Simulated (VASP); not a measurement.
OSZICAR of a VASP run on TiB2 (AlB2 type):

File OSZICAR:
```
       N       E                     dE             d eps       ncg     rms          rms(c)
DAV:   1     0.128565386444E+03    0.12857E+03   -0.92974E+03  2964   0.156E+03
DAV:   2    -0.150671850368E+02   -0.14363E+03   -0.14015E+03  2989   0.385E+02
DAV:   3    -0.250756280512E+02   -0.10008E+02   -0.98820E+01  4410   0.942E+01
DAV:   4    -0.254058408459E+02   -0.33021E+00   -0.32978E+00  3727   0.160E+01
DAV:   5    -0.254168631030E+02   -0.11022E-01   -0.11021E-01  4457   0.257E+00    0.156E+01
DAV:   6    -0.204381716811E+02    0.49787E+01   -0.27582E+01  4003   0.580E+01    0.372E+00
DAV:   7    -0.204450830609E+02   -0.69114E-02   -0.20475E+00  3463   0.170E+01    0.305E+00
DAV:   8    -0.204534174246E+02   -0.83344E-02   -0.22277E-01  4236   0.448E+00    0.866E-01
DAV:   9    -0.204424128933E+02    0.11005E-01   -0.10626E-01  3983   0.426E+00    0.336E-01
DAV:  10    -0.204412207006E+02    0.11922E-02   -0.63367E-03  3715   0.104E+00    0.611E-02
DAV:  11    -0.204412484628E+02   -0.27762E-04   -0.77296E-04  4406   0.340E-01    0.499E-02
DAV:  12    -0.204412282799E+02    0.20183E-04   -0.16924E-04  3971   0.175E-01    0.970E-03
DAV:  13    -0.204412271428E+02    0.11371E-05   -0.12026E-05  3887   0.449E-02    0.226E-03
DAV:  14    -0.204412270579E+02    0.84961E-07   -0.28025E-07  3272   0.614E-03
   1 F= -.20441227E+02 E0= -.20440991E+02  d E =-.204412E+02
       N       E                     dE             d eps       ncg     rms          rms(c)
DAV:   1    -0.204452935480E+02   -0.40664E-02   -0.15685E-01  3194   0.638E+00    0.405E-01
DAV:   2    -0.204434689311E+02    0.18246E-02   -0.88637E-03  3049   0.974E-01    0.227E-01
DAV:   3    -0.204426418619E+02    0.82707E-03   -0.10948E-03  3500   0.441E-01    0.678E-02
DAV:   4    -0.204425564359E+02    0.85426E-04   -0.19998E-04  3600   0.177E-01    0.103E-02
DAV:   5    -0.204425514716E+02    0.49643E-05   -0.15261E-05  3180   0.479E-02    0.459E-03
DAV:   6    -0.204425510880E+02    0.38359E-06   -0.58502E-07  3293   0.913E-03    0.168E-03
DAV:   7    -0.204425510920E+02   -0.40041E-08   -0.31090E-08  1997   0.231E-03
   2 F= -.20442551E+02 E0= -.20442339E+02  d E =-.132403E-02
```

Problem. Which electronic solver shows in the log?

Solution. It is blocked Davidson (ALGO = Normal, or the opening steps of other solvers). The INCAR had ALGO = Normal.

Problem. Can the final energy be trusted as converged?

Solution. The calculation finished and met its thresholds. It stopped with EDIFF = 1E-7, NELM = 100, NSW = 30 and EDIFFG = -0.01 after 2 ionic steps (optB86b-vdW, plane waves, VASP's PBE PAW potentials (set 64)).

The compound is TiB2 in the AlB2 type structure. This cell is one point of a volume scan, at 1.06 of the reference volume. Symmetry was kept, so distortions that lower it aren't found.
